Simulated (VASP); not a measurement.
Output of a VASP run:

### OSZICAR
```
       N       E                     dE             d eps       ncg     rms          rms(c)
DAV:   1     0.482849243679E+02    0.48285E+02   -0.10363E+04  1500   0.132E+03
DAV:   2    -0.820371264029E+02   -0.13032E+03   -0.12724E+03  1970   0.242E+02
DAV:   3    -0.871450713985E+02   -0.51079E+01   -0.50602E+01  1773   0.513E+01
DAV:   4    -0.871855088581E+02   -0.40437E-01   -0.40429E-01  1927   0.498E+00
DAV:   5    -0.871860027082E+02   -0.49385E-03   -0.49384E-03  1843   0.507E-01    0.133E+01
DAV:   6    -0.821292826180E+02    0.50567E+01   -0.86757E+00  1584   0.307E+01    0.924E+00
DAV:   7    -0.808699786106E+02    0.12593E+01   -0.14892E+00  1556   0.136E+01    0.432E+00
DAV:   8    -0.809595216547E+02   -0.89543E-01   -0.32121E-01  1696   0.409E+00    0.120E+00
DAV:   9    -0.810061941344E+02   -0.46672E-01   -0.69385E-02  1619   0.267E+00    0.223E-01
DAV:  10    -0.810125498025E+02   -0.63557E-02   -0.12170E-02  1710   0.107E+00    0.137E-01
DAV:  11    -0.810128549251E+02   -0.30512E-03   -0.18271E-03  1598   0.503E-01    0.999E-02
DAV:  12    -0.810129335194E+02   -0.78594E-04   -0.15990E-03  1570   0.497E-01    0.495E-02
DAV:  13    -0.810137430899E+02   -0.80957E-03   -0.32636E-04  1577   0.232E-01    0.121E-02
DAV:  14    -0.810137502295E+02   -0.71396E-05   -0.57634E-05  1717   0.594E-02    0.110E-02
DAV:  15    -0.810137882342E+02   -0.38005E-04   -0.14125E-05  1535   0.442E-02    0.353E-03
DAV:  16    -0.810137889352E+02   -0.70102E-06   -0.78385E-07  1114   0.825E-03
   1 F= -.81013789E+02 E0= -.81014045E+02  d E =-.810138E+02
```

### OUTCAR
```
------------------------ aborting loop because EDIFF is reached ----------------------------------------
  FORCE on cell =-STRESS in cart. coord.  units (eV):
  Direction    XX          YY          ZZ          XY          YZ          ZX
  --------------------------------------------------------------------------------------
  Total       -0.0511309     -0.0511309      0.0388775      0.0000000      0.0000000      0.0000000
  in kB       -1.2870595     -1.2870597      0.9786203      0.0000000      0.0000000      0.0000000
  external PRESSURE =      -0.5318330 kB  Pullay stress =       0.0000000 kB
  volume of cell :       63.65
      direct lattice vectors                 reciprocal lattice vectors
     1.868760333 -3.236788089  0.000000000     0.267557049 -0.154474123  0.000000000
     1.868760333  3.236788089  0.000000000     0.267557049  0.154474123  0.000000000
     0.000000000  0.000000000  5.261351386     0.000000000  0.000000000  0.190065237
 POSITION                                       TOTAL-FORCE (eV/Angst)
 -----------------------------------------------------------------------------------
      0.00000      0.00000      0.00000        -0.000000     -0.000000      0.000000
      1.86876      1.07893      1.29764         0.000000     -0.000000      0.015027
      1.86876     -1.07893      3.96372         0.000000      0.000000     -0.015027
 -----------------------------------------------------------------------------------
    total drift:                                0.000000     -0.000000      0.000000
  FREE ENERGIE OF THE ION-ELECTRON SYSTEM (eV)
  ---------------------------------------------------
  free  energy   TOTEN  =       -81.0137889352 eV

  energy  without entropy=      -81.0145585359  energy(sigma->0) =      -81.01404547

 reached required accuracy - stopping structural energy minimisation
```
(Selected blocks of OUTCAR.)

### POSCAR
```
PtSe2
1
    1.8687603328    -3.2367880886     0.0000000000
    1.8687603328     3.2367880886    -0.0000000000
   -0.0000000000    -0.0000000000     5.2613513860
Pt Se
1 2
Direct
  0.0000000000   0.0000000000   0.0000000000
  0.3333330000   0.6666670000   0.2466355333
  0.6666670000   0.3333330000   0.7533644667
```

### Question
Write an INCAR and KPOINTS that could have produced this output.

### Answer
This is not unique; one that fits is the input of the run itself, r2SCAN+rVV10, plane waves, VASP's PBE PAW potentials (set 64).

### INCAR
```
SYSTEM = PtSe2
PREC = Accurate; ENCUT = 520; LREAL = F
LASPH = T
EDIFF = 1E-6; NELM = 100; ALGO = Normal
LMAXMIX = 6; LMIXTAU = T
ISMEAR = 1; SIGMA = 0.1
METAGGA = R2SCAN; LUSE_VDW = T; BPARAM = 11.95
CPARAM = 0.0093
IBRION = 2; NSW = 60; ISIF = 3
EDIFFG = -0.02
LWAVE = F; LCHARG = F
```

**KPOINTS**
```
Automatic
0
Gamma
 9 9 5
0 0 0
```

POTCAR, in this order: Pt Se (PBE.64 set). Program: vasp_std.

The compound is PtSe2 in the 1T layered structure. It was relaxed first. The start is the result of an earlier pass.
